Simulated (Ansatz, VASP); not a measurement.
# YC3 in two plane-wave programs, part 2 of 2

Wanted: the spread between two codes on one cell, functional and k mesh. The cell is generated by rule, not measured, and may not be a known phase. The cell is taken from a series of runs on this material, whose earlier steps may have relaxed, scaled, displaced or heated it; both programs get it as it stands.

VASP 6.6.1 and Ansatz 0.2.0.

So far: Starting point; VASP: relaxation of cell and atoms, PBEsol, pair 1; Ansatz: relaxation of cell and atoms, PBEsol, pair 1; Side by side.

### 5. VASP: relaxation of cell and atoms, PBEsol, pair 2

Level of this step: PBEsol; plane waves and PAW (Y_sv, C); invented cell (VASP).

The relaxed volume is the usual yardstick between codes: in a stiff, nearly cubic crystal its relative difference is about their pressure difference at one cell divided by the bulk modulus. This pair takes another cell of the material, with 8 atoms against 4 for the pair before.

Input file INCAR:

```
SYSTEM = YC3
PREC = Accurate
ENCUT = 600
EDIFF = 1E-07
NELM = 120
ISMEAR = 1
SIGMA = 0.15
LREAL = .FALSE.
ALGO = Normal
GGA = PS
NBANDS = 31
LASPH = .TRUE.
LORBIT = 11
LWAVE = .FALSE.
LCHARG = .FALSE.
ISIF = 3
IBRION = 2
NSW = 80
EDIFFG = -0.005
GGA_COMPAT = .FALSE.
NELMIN = 4
KPAR = 2
```

Input file POSCAR:

```
YC3
1.0
    2.5137060000     -2.6221380000      0.0000000000
    2.5137060000      2.6221380000      0.0000000000
    0.0000000000      0.0000000000      6.5359330000
Y C
2 6
Direct
    0.0000000000      0.0000000000      0.4999999235
    0.0000000000      0.0000000000      0.9999999235
    0.7334685618      0.5408745793      0.7499999235
    0.2665314382      0.4591254207      0.2499999235
    0.4591254207      0.2665314382      0.7499999235
    0.5408745793      0.7334685618      0.2499999235
    0.5000000000      0.5000000000      0.4999999235
    0.5000000000      0.5000000000      0.9999999235
```

Input file KPOINTS:

```
Automatic mesh
0
Gamma
8 8 6
0 0 0
```

Potentials, in the order of the species: Y_sv and C (PBE family, release 64).

The run is started by

```
> mpirun -np 2 vasp_std
```

Numbers of over 12 decimals in the logs are rounded to 6 here.

Log:

```text
[banner, memory and clock lines left out]
running    2 mpi-ranks, on    1 nodes
[...]
[... a notice as in an earlier step ...]

 LDA part: xc-table for (Slater+PW92), standard interpolation
 POSCAR, INCAR and KPOINTS ok, starting setup
[...]
entering main loop
       N       E                     dE             d eps       ncg     rms          rms(c)
DAV:   1     0.219840004176E+03    0.21984E+03   -0.25824E+04  5208   0.164E+03
DAV:   2    -0.498066915588E+02   -0.26965E+03   -0.25860E+03  6423   0.336E+02
DAV:   3    -0.671193443433E+02   -0.17313E+02   -0.16836E+02  7899   0.659E+01
DAV:   4    -0.679318150230E+02   -0.81247E+00   -0.81088E+00  7648   0.129E+01
[...]
DAV:  14    -0.639201378349E+02   -0.21271E-06   -0.23696E-06  6873   0.830E-03    0.766E-03
DAV:  15    -0.639201379638E+02   -0.12898E-06   -0.48131E-07  5691   0.365E-03    0.754E-04
DAV:  16    -0.639201379311E+02    0.32704E-07   -0.47105E-08  4305   0.126E-03
   1 F= -.63920138E+02 E0= -.63920314E+02  d E =-.639201E+02
[... from here on, the cycles between the ionic steps are left out ...]
   2 F= -.63926116E+02 E0= -.63926015E+02  d E =-.597828E-02
   3 F= -.63926616E+02 E0= -.63926284E+02  d E =-.647762E-02
   4 F= -.63925804E+02 E0= -.63925480E+02  d E =0.811758E-03
   5 F= -.63926768E+02 E0= -.63926440E+02  d E =-.152530E-03
   6 F= -.63926872E+02 E0= -.63926512E+02  d E =-.104179E-03
   7 F= -.63926874E+02 E0= -.63926518E+02  d E =-.105849E-03
   8 F= -.63926932E+02 E0= -.63926562E+02  d E =-.577090E-04
   9 F= -.63926970E+02 E0= -.63926574E+02  d E =-.961423E-04
  10 F= -.63926944E+02 E0= -.63926534E+02  d E =0.265605E-04
  11 F= -.63926972E+02 E0= -.63926573E+02  d E =-.172289E-05
[...]
reached required accuracy - stopping structural energy minimisation
```

Parts of OUTCAR (step 5):

```text
  Total       -0.0013666      0.0109795     -0.0025451      0.0000000      0.0000000      0.0000000
  in kB       -0.0252745      0.2030614     -0.0470702      0.0000000      0.0000000      0.0000000
  external PRESSURE =       0.0435722 kB  Pullay stress =       0.0000000 kB

 POSITION                                       TOTAL-FORCE (eV/Angst)
 -----------------------------------------------------------------------------------
      0.00000     -0.00000      3.30327        -0.000000      0.000000      0.000000
      0.00000     -0.00000      6.60655        -0.000000     -0.000000      0.000000
      3.19506     -0.49966      4.95491         0.000857      0.000399      0.000000
      1.81903      0.49966      1.65164        -0.000857     -0.000399      0.000000
      1.81903     -0.49966      4.95491        -0.000857      0.000399      0.000000
      3.19506      0.49966      1.65164         0.000857     -0.000399      0.000000
      2.50704     -0.00000      3.30327        -0.000000      0.000000      0.000000
      2.50704     -0.00000      6.60655        -0.000000     -0.000000      0.000000
 -----------------------------------------------------------------------------------
    total drift:                                0.000000      0.000000      0.000651

  FREE ENERGIE OF THE ION-ELECTRON SYSTEM (eV)
  ---------------------------------------------------
  free  energy   TOTEN  =       -63.9269717928 eV

  energy  without entropy=      -63.9257762678  energy(sigma->0) =      -63.92657328

[... 1 part as in an earlier step ...]

[... 3 further parts left out ...]
[key lines of the parts left out:]
E-fermi :   5.8946
```

### 6. Ansatz: relaxation of cell and atoms, PBEsol, pair 2

The same cell, functional, mesh and smearing now go to Ansatz, which takes its cutoff from its data sets.

The cell is taken from a series of runs on this material, whose earlier steps may have relaxed, scaled, displaced or heated it; both programs get it as it stands.

Input file input.yaml:

```yaml
crystal:
  lattice:
    - [2.5137062003, -2.6221384178, 0.0]
    - [2.5137062003, 2.6221384178, 0.0]
    - [0.0, 0.0, 6.5359329224]
  atoms:
    - { symbol: "Y", position: [0.0, 0.0, 0.5] }
    - { symbol: "Y", position: [0.0, 0.0, 0.0] }
    - { symbol: C, position: [0.7334685868, 0.5408745547, 0.75] }
    - { symbol: C, position: [0.2665314132, 0.4591254453, 0.25] }
    - { symbol: C, position: [0.4591254453, 0.2665314132, 0.75] }
    - { symbol: C, position: [0.5408745547, 0.7334685868, 0.25] }
    - { symbol: C, position: [0.5, 0.5, 0.5] }
    - { symbol: C, position: [0.5, 0.5, 0.0] }
kpoints:
  mp_grid: { grid: [8, 8, 6] }
hamiltonian:
  xc: pbesol
scf:
  occupations: { method: methfessel_paxton, width: 0.15 }
output:
  forces: true
  stress: true
  eigenvalues: true
relax:
  adjacent_minimum: "off"
  f_tol: 0.001
  max_steps: 60
  cell: { stress_tol: 0.01 }
```

The run is started by

```
> ansatz run input.yaml --threads 8 --pin off --max-ram 14336MiB --backend cpu --events-out ev --progress --plain --runs-dir out
```

Log:

```text
[...]
Crystal: 8 atoms, lattice volume = 86.160 Å³
Basis set: ecut = 420 eV, 1677 PW (Γ), exchange–correlation on 50×50×90 points (8 copies of the dense FFT grid, shifted against one another)
Bands: 31, of which v1, the nominal top of the filled ones, is band 23 counted from 1 (22 counted from 0)
Symmetry: 8 space group operations
[...]
k-points: 84 of 384
[...]
- [2.507460, -2.616339, 0.0]
    - [2.507460, 2.616339, 0.0]
    - [0.0, 0.0, 6.609493]
  atoms:
    - { symbol: Y, position: [0, 0, 0.5] }
    - { symbol: Y, position: [0, 0, 0] }
    - { symbol: C, position: [0.732293, 0.541507, 0.750000] }
    - { symbol: C, position: [0.267707, 0.458493, 0.25] }
    - { symbol: C, position: [0.458493, 0.267707, 0.750000] }
    - { symbol: C, position: [0.541507, 0.732293, 0.25] }
    - { symbol: C, position: [0.5, 0.5, 0.5] }
    - { symbol: C, position: [0.5, 0.5, 0] }
[key lines of the parts left out:]
SCF converged after 4 iterations
Free energy (F): -9062.676041 eV
Fermi energy:    12.052103 eV
P = ⅓ Tr σ = 0.0003 GPa (0.003 kbar)
```

### 7. Side by side

Compared:

```
                                         quantity  Ansatz   VASP  difference
                                      volume (Å³)   86.72  86.63     +0.11 %
edge a after relaxation, in the typed setting (Å)   3.624  3.623     +0.03 %
edge c after relaxation, in the typed setting (Å)   6.609  6.606     +0.05 %
```

### 8. Ansatz: relaxation of cell and atoms, PBEsol, pair 3

The relaxed volume is the usual yardstick between codes: in a stiff, nearly cubic crystal its relative difference is about their pressure difference at one cell divided by the bulk modulus.

The cell is taken from a series of runs on this material, whose earlier steps may have relaxed, scaled, displaced or heated it; both programs get it as it stands.

input.yaml, the sections that differ from step 6:

```yaml
crystal:
  lattice:
    - [2.5137079453, -2.6221319221, 0.0]
    - [2.5137079453, 2.6221319221, 0.0]
    - [0.0, 0.0, 6.5359175112]
  atoms:
    - { symbol: "Y", position: [0.0, 0.0, 0.0] }
    - { symbol: "Y", position: [0.0, 0.0, 0.5] }
    - { symbol: C, position: [0.7334704446, 0.5408750739, 0.25] }
    - { symbol: C, position: [0.2665295554, 0.4591249261, 0.75] }
    - { symbol: C, position: [0.4591249261, 0.2665295554, 0.25] }
    - { symbol: C, position: [0.5408750739, 0.7334704446, 0.75] }
    - { symbol: C, position: [0.5, 0.5, 0.0] }
    - { symbol: C, position: [0.5, 0.5, 0.5] }
# kpoints, hamiltonian, scf, output, relax: as in step 6
```

Log:

```text
[...]
Crystal: 8 atoms, lattice volume = 86.160 Å³
Basis set: ecut = 420 eV, 1677 PW (Γ), exchange–correlation on 50×50×90 points (8 copies of the dense FFT grid, shifted against one another)
Bands: 31, of which v1, the nominal top of the filled ones, is band 23 counted from 1 (22 counted from 0)
Symmetry: 8 space group operations
[...]
k-points: 84 of 384
[...]
atoms:
    - { symbol: Y, position: [1.2918744935905523e-19, -1.1882049401462234e-19, 0] }
    - { symbol: Y, position: [1.2918744935905523e-19, -1.1882049401462232e-19, 0.5] }
    - { symbol: C, position: [0.732287, 0.541510, 0.25] }
    - { symbol: C, position: [0.267713, 0.458490, 0.75] }
    - { symbol: C, position: [0.458490, 0.267713, 0.25] }
    - { symbol: C, position: [0.541510, 0.732287, 0.75] }
    - { symbol: C, position: [0.5, 0.5, 0] }
    - { symbol: C, position: [0.5, 0.5, 0.5] }
[key lines of the parts left out:]
SCF converged after 4 iterations
Free energy (F): -9062.676042 eV
Fermi energy:    12.052239 eV
P = ⅓ Tr σ = 0.0013 GPa (0.013 kbar)
```

### 9. VASP: relaxation of cell and atoms, PBEsol, pair 3

The same cell, functional, mesh and smearing now go to VASP, with its own data sets.

INCAR is that of step 5.

Input file POSCAR:

```
YC3
1.0
    2.5137080000     -2.6221320000      0.0000000000
    2.5137080000      2.6221320000      0.0000000000
    0.0000000000      0.0000000000      6.5359180000
Y C
2 6
Direct
    0.0000000000      0.0000000000      0.0000000000
    0.0000000000      0.0000000000      0.5000000000
    0.7334703473      0.5408751614      0.2500000000
    0.2665296527      0.4591248386      0.7500000000
    0.4591248386      0.2665296527      0.2500000000
    0.5408751614      0.7334703473      0.7500000000
    0.5000000000      0.5000000000      0.0000000000
    0.5000000000      0.5000000000      0.5000000000
```

KPOINTS is that of step 5.

The run is started by

```
> mpirun -np 2 vasp_std
```

Log:

```text
[... set-up lines as in an earlier step ...]
 entering main loop
       N       E                     dE             d eps       ncg     rms          rms(c)
DAV:   1     0.220046670962E+03    0.22005E+03   -0.25819E+04  5208   0.164E+03
DAV:   2    -0.497694995088E+02   -0.26982E+03   -0.25866E+03  6410   0.335E+02
DAV:   3    -0.671529041008E+02   -0.17383E+02   -0.16909E+02  7953   0.658E+01
DAV:   4    -0.679306370753E+02   -0.77773E+00   -0.77613E+00  7563   0.126E+01
[...]
DAV:  14    -0.639201350418E+02   -0.22949E-06   -0.23952E-06  6843   0.842E-03    0.755E-03
DAV:  15    -0.639201351693E+02   -0.12752E-06   -0.43299E-07  5486   0.350E-03    0.620E-04
DAV:  16    -0.639201351380E+02    0.31341E-07   -0.42642E-08  4312   0.121E-03
   1 F= -.63920135E+02 E0= -.63920311E+02  d E =-.639201E+02
[... from here on, the cycles between the ionic steps are left out ...]
   2 F= -.63926113E+02 E0= -.63926011E+02  d E =-.597760E-02
   3 F= -.63926608E+02 E0= -.63926277E+02  d E =-.647293E-02
   4 F= -.63925708E+02 E0= -.63925384E+02  d E =0.899643E-03
   5 F= -.63926767E+02 E0= -.63926439E+02  d E =-.158665E-03
   6 F= -.63926873E+02 E0= -.63926514E+02  d E =-.106314E-03
   7 F= -.63926874E+02 E0= -.63926518E+02  d E =-.107608E-03
   8 F= -.63926931E+02 E0= -.63926563E+02  d E =-.568638E-04
   9 F= -.63926970E+02 E0= -.63926577E+02  d E =-.953247E-04
  10 F= -.63926942E+02 E0= -.63926532E+02  d E =0.280845E-04
  11 F= -.63926972E+02 E0= -.63926576E+02  d E =-.187293E-05
[...]
reached required accuracy - stopping structural energy minimisation
```

Parts of OUTCAR (step 9):

```text
  Total       -0.0038757      0.0123349      0.0000612      0.0000000     -0.0000000      0.0000000
  in kB       -0.0716808      0.2281321      0.0011316      0.0000000     -0.0000000      0.0000000
  external PRESSURE =       0.0525276 kB  Pullay stress =       0.0000000 kB

 POSITION                                       TOTAL-FORCE (eV/Angst)
 -----------------------------------------------------------------------------------
      0.00000      0.00000      0.00000        -0.000000     -0.000000      0.000000
      0.00000      0.00000      3.30318         0.000000      0.000000      0.000000
      3.19511     -0.49965      1.65159         0.001155      0.000379     -0.000000
      1.81907      0.49965      4.95477        -0.001155     -0.000379      0.000000
      1.81907     -0.49965      1.65159        -0.001155      0.000379     -0.000000
      3.19511      0.49965      4.95477         0.001155     -0.000379      0.000000
      2.50709      0.00000      0.00000        -0.000000     -0.000000      0.000000
      2.50709      0.00000      3.30318         0.000000      0.000000      0.000000
 -----------------------------------------------------------------------------------
    total drift:                                0.000000      0.000000      0.000000

  FREE ENERGIE OF THE ION-ELECTRON SYSTEM (eV)
  ---------------------------------------------------
  free  energy   TOTEN  =       -63.9269715333 eV

  energy  without entropy=      -63.9257838550  energy(sigma->0) =      -63.92657564

[... 2 parts as in an earlier step ...]

[... 2 further parts left out ...]
[key lines of the parts left out:]
E-fermi :   5.8949
```

### 10. Differences

Both answers:

```
                                         quantity  Ansatz   VASP  difference
                                      volume (Å³)   86.72  86.63     +0.11 %
edge a after relaxation, in the typed setting (Å)   3.624  3.623     +0.03 %
edge c after relaxation, in the typed setting (Å)   6.610  6.606     +0.05 %
```

### 11. Outcome

```
difference in volume (relaxation of cell and atoms, PBEsol, pair 1) : 0.10 %
difference in volume (relaxation of cell and atoms, PBEsol, pair 2) : 0.11 %
difference in volume (relaxation of cell and atoms, PBEsol, pair 3) : 0.11 %
```

The difference in volume is 0.11 % (relaxation of cell and atoms, PBEsol, pair 3), within the 1.2 % picked in this series as the mark of a large difference, as far as the stopping tolerances let one tell. 4 further runs of this series are not shown here. How closely two codes agree says nothing of how well the functional describes the real material.

[Lines on the potential files, build, host, timing and source positions are cut from VASP's logs without a mark.]

[Logs are printed without paths, hosts, clocks, repeated set-up lines and the standing remarks that a program may print on its own settings, such as how far it seeks lower states.]

[Hosts, paths, dates, database ids (printed as entryN), source tags and the programs' standing remarks are cut or masked in the printed files.]
